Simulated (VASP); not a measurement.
Data:

```yaml
crystal:
  lattice:
    - [1.23936, -2.14663, 0.00000]
    - [1.23936, 2.14663, 0.00000]
    - [0.00000, 0.00000, 8.93910]
  atoms:
    - { symbol: C, position: [0.00000, 0.00000, 0.25000] }
    - { symbol: C, position: [0.00000, 0.00000, 0.75000] }
    - { symbol: C, position: [0.33333, 0.66667, 0.25000] }
    - { symbol: C, position: [0.66667, 0.33333, 0.75000] }
```

Method: RPBE GGA, VASP's PBE PAW potentials (set 64) (plane waves; VASP). Settings: 520 eV cut-off, 13×13×3 Γ-centred mesh, first-order Methfessel-Paxton smearing of 0.10 eV, potentials C.

Without a dispersion term in the relaxation, distances and binding between the weakly bound layers, chains or molecules are unreliable, and so is what depends on them.

Predict the energy per atom (σ→0).

| Quantity | Value |
|---|---|
| energy per atom (σ→0) | -8.822 eV/atom |

The compound is C in the graphite structure. It was relaxed first, which changed the volume by +35 %. The start is the result of an earlier pass.
